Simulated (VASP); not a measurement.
These are AM05 GGA, VASP's PBE PAW potentials (set 64) (plane waves; VASP 6.6.1) values and carry that method's errors.

The input files of a VASP run:

### KPOINTS
```
Automatic mesh
0
Gamma
 13 13 7
```

**INCAR**
```
# general
SYSTEM =Sc
PREC   =Accurate
ENCUT  =520
LREAL  =F
LASPH  =T

# electronic loop
EDIFF  =1E-7
NELM   =100
ALGO   =Normal
LMAXMIX=4

# smearing
ISMEAR =1
SIGMA  =0.1

# functional
GGA    =AM

# ions
IBRION =2
NSW    =30
ISIF   =4
EDIFFG =-0.01

# output
LWAVE  =F
LCHARG =F
```

POSCAR:
```
Sc
1.0
  1.6428614218  -2.8455193677   0.0000000000
  1.6428614218   2.8455193677   0.0000000000
  0.0000000000   0.0000000000   5.1026725167
Sc
2
direct
  0.3333330000   0.6666670000   0.2500000000
  0.6666670000   0.3333330000   0.7500000000
```

POTCAR, in this order: Sc_sv (PBE.64 set). Program: vasp_std.

Output

### OUTCAR
```
 ion  position               nearest neighbor table
   1  0.333  0.667  0.250-   2 3.18   2 3.18   2 3.18   2 3.18   2 3.18   2 3.18
   2  0.667  0.333  0.750-   1 3.18   1 3.18   1 3.18   1 3.18   1 3.18   1 3.18
  LATTYP: Found a hexagonal cell.
 ALAT       =     3.2857227703
 C/A-ratio  =     1.5529832775
 Subroutine PRICEL returns:
 Original cell was already a primitive cell.
 Subroutine GETGRP returns: Found 24 space group operations
The static configuration has the point symmetry D_3d.
 The point group associated with its full space group is D_6h.
The dynamic configuration has the point symmetry D_3d.
 Subroutine INISYM returns: Found 24 space group operations
 Subroutine IBZKPT returns following result:
 Found     84 irreducible k-points:

 Following reciprocal coordinates:
            Coordinates               Weight
  0.000000  0.000000  0.000000      1.000000
  0.076923 -0.000000  0.000000      6.000000
  0.153846  0.000000  0.000000      6.000000
  0.230769  0.000000  0.000000      6.000000
  0.307692  0.000000  0.000000      6.000000
  0.384615 -0.000000  0.000000      6.000000
  0.461538  0.000000  0.000000      6.000000
  0.076923  0.076923  0.000000      6.000000
  0.153846  0.076923  0.000000     12.000000
  0.230769  0.076923  0.000000     12.000000
  0.307692  0.076923  0.000000     12.000000
  0.384615  0.076923  0.000000     12.000000
  0.461538  0.076923  0.000000      6.000000
  0.153846  0.153846  0.000000      6.000000
  0.230769  0.153846  0.000000     12.000000
  0.307692  0.153846  0.000000     12.000000
  0.384615  0.153846  0.000000     12.000000
  0.230769  0.230769  0.000000      6.000000
  0.307692  0.230769  0.000000     12.000000
  0.384615  0.230769  0.000000      6.000000
  0.307692  0.307692  0.000000      6.000000
  0.000000  0.000000  0.142857      2.000000
  0.076923 -0.000000  0.142857     12.000000
  0.153846  0.000000  0.142857     12.000000
  0.230769  0.000000  0.142857     12.000000
  0.307692  0.000000  0.142857     12.000000
  0.384615 -0.000000  0.142857     12.000000
  0.461538  0.000000  0.142857     12.000000
  0.076923  0.076923  0.142857     12.000000
  0.153846  0.076923  0.142857     24.000000
  0.230769  0.076923  0.142857     24.000000
  0.307692  0.076923  0.142857     24.000000
  0.384615  0.076923  0.142857     24.000000
  0.461538  0.076923  0.142857     12.000000
  0.153846  0.153846  0.142857     12.000000
  0.230769  0.153846  0.142857     24.000000
  0.307692  0.153846  0.142857     24.000000
  0.384615  0.153846  0.142857     24.000000
  0.230769  0.230769  0.142857     12.000000
  0.307692  0.230769  0.142857     24.000000
   k-points           NKPTS =     84   k-points in BZ     NKDIM =     84   number of bands    NBANDS=     15
   number of dos      NEDOS =    301   number of ions     NIONS =      2
   total plane-waves  NPLWV =  23040
   dimension x,y,z NGX =    24 NGY =   24 NGZ =   40
   dimension x,y,z NGXF=    48 NGYF=   48 NGZF=   80
   ions per type =               2
   PREC   = accura    normal or accurate (medium, high low for compatibility)
   ISTART =      0    job   : 0-new  1-cont  2-samecut
   ICHARG =      2    charge: 1-file 2-atom 10-const
   ISPIN  =      1    spin polarized calculation?
   LNONCOLLINEAR =      F non collinear calculations
   LSORBIT =      F    spin-orbit coupling
   INIWAV =      1    electr: 0-lowe 1-rand  2-diag
   ENCUT  =  520.0 eV  38.22 Ry    6.18 a.u.   6.11  6.11  9.49*2*pi/ulx,y,z
   NELM   =    100;   NELMIN=  2; NELMDL= -5     # of ELM steps
   EDIFF  = 0.1E-06   stopping-criterion for ELM
   LREAL  =      F    real-space projection
...
```

File OSZICAR:
```
       N       E                     dE             d eps       ncg     rms          rms(c)
DAV:   1     0.392491809403E+03    0.39249E+03   -0.11112E+04  2520   0.157E+03
DAV:   2     0.100239143881E+02   -0.38247E+03   -0.37694E+03  3435   0.661E+02
DAV:   3    -0.139057793421E+02   -0.23930E+02   -0.23282E+02  4186   0.198E+02
DAV:   4    -0.142792370852E+02   -0.37346E+00   -0.36731E+00  3868   0.227E+01
DAV:   5    -0.142846863725E+02   -0.54493E-02   -0.54474E-02  4221   0.288E+00    0.809E+00
DAV:   6    -0.129764673687E+02    0.13082E+01   -0.30246E+00  3171   0.230E+01    0.239E+00
DAV:   7    -0.128043815336E+02    0.17209E+00   -0.75445E-01  3283   0.104E+01    0.851E-01
DAV:   8    -0.127930930169E+02    0.11289E-01   -0.28668E-02  3451   0.255E+00    0.238E-01
DAV:   9    -0.127917156366E+02    0.13774E-02   -0.77686E-03  3350   0.112E+00    0.179E-02
DAV:  10    -0.127917404056E+02   -0.24769E-04   -0.14215E-04  4205   0.197E-01    0.843E-03
DAV:  11    -0.127917397697E+02    0.63594E-06   -0.42533E-06  4004   0.297E-02    0.273E-03
DAV:  12    -0.127917406746E+02   -0.90495E-06   -0.85899E-07  2765   0.110E-02    0.137E-03
DAV:  13    -0.127917402910E+02    0.38359E-06   -0.54128E-08  2037   0.461E-03    0.179E-04
DAV:  14    -0.127917402634E+02    0.27575E-07   -0.14167E-08  1932   0.310E-03
   1 F= -.12791740E+02 E0= -.12791182E+02  d E =-.127917E+02
       N       E                     dE             d eps       ncg     rms          rms(c)
DAV:   1    -0.127918861513E+02   -0.14586E-03   -0.17139E-02  2716   0.279E+00    0.856E-02
DAV:   2    -0.127918569910E+02    0.29160E-04   -0.12502E-03  4088   0.588E-01    0.543E-02
DAV:   3    -0.127917930565E+02    0.63935E-04   -0.22072E-04  4562   0.216E-01    0.756E-03
DAV:   4    -0.127917913432E+02    0.17132E-05   -0.11000E-05  3775   0.554E-02    0.408E-03
DAV:   5    -0.127917916294E+02   -0.28619E-06   -0.33353E-07  2564   0.117E-02    0.762E-04
DAV:   6    -0.127917916763E+02   -0.46919E-07   -0.32586E-08  1687   0.350E-03
   2 F= -.12791792E+02 E0= -.12791262E+02  d E =-.514129E-04
       N       E                     dE             d eps       ncg     rms          rms(c)
DAV:   1    -0.127919212045E+02   -0.12958E-03   -0.20347E-02  2660   0.304E+00    0.932E-02
DAV:   2    -0.127918874927E+02    0.33712E-04   -0.14867E-03  4081   0.642E-01    0.592E-02
DAV:   3    -0.127918113837E+02    0.76109E-04   -0.26205E-04  4584   0.236E-01    0.824E-03
DAV:   4    -0.127918093931E+02    0.19906E-05   -0.13059E-05  3804   0.603E-02    0.443E-03
DAV:   5    -0.127918096890E+02   -0.29584E-06   -0.41304E-07  2773   0.128E-02    0.856E-04
DAV:   6    -0.127918097438E+02   -0.54803E-07   -0.31756E-08  1547   0.333E-03
   3 F= -.12791810E+02 E0= -.12791315E+02  d E =-.694803E-04
```

**OUTCAR**
```
------------------------ aborting loop because EDIFF is reached ----------------------------------------
  FORCE on cell =-STRESS in cart. coord.  units (eV):
  Direction    XX          YY          ZZ          XY          YZ          ZX
  --------------------------------------------------------------------------------------
  Total       -0.0115973     -0.0115973     -0.0101179      0.0000000     -0.0000000      0.0000000
  in kB       -0.3894739     -0.3894739     -0.3397885      0.0000000     -0.0000000      0.0000000
  external PRESSURE =      -0.3729121 kB  Pullay stress =       0.0000000 kB
  volume of cell :       47.71
      direct lattice vectors                 reciprocal lattice vectors
     1.644653074 -2.848622601  0.000000000     0.304015484 -0.175523427 -0.000000000
     1.644653074  2.848622601  0.000000000     0.304015484  0.175523427  0.000000000
     0.000000000 -0.000000000  5.091561072    -0.000000000  0.000000000  0.196403419
 POSITION                                       TOTAL-FORCE (eV/Angst)
 -----------------------------------------------------------------------------------
      1.64465      0.94954      1.27289        -0.000000     -0.000000     -0.000000
      1.64465     -0.94954      3.81867         0.000000      0.000000      0.000000
 -----------------------------------------------------------------------------------
    total drift:                               -0.000119      0.000685     -0.000015
  FREE ENERGIE OF THE ION-ELECTRON SYSTEM (eV)
  ---------------------------------------------------
  free  energy   TOTEN  =       -12.7918097438 eV

  energy  without entropy=      -12.7903252961  energy(sigma->0) =      -12.79131493

 reached required accuracy - stopping structural energy minimisation
```
(Selected blocks of OUTCAR.)

**CONTCAR**
```
Sc
   1.00000000000000
     1.6446530742831049   -2.8486226006302817    0.0000000000000000
     1.6446530742831049    2.8486226006302817    0.0000000000000000
     0.0000000000000000   -0.0000000000000000    5.0915610717451649
  Sc
     2
Direct
     0.3333330000000032    0.6666669999999968    0.2500000000000000
     0.6666669999999968    0.3333330000000032    0.7500000000000000
```

The compound is Sc in the hcp structure. This run relaxes it. Symmetry was kept, so distortions that lower it aren't found.
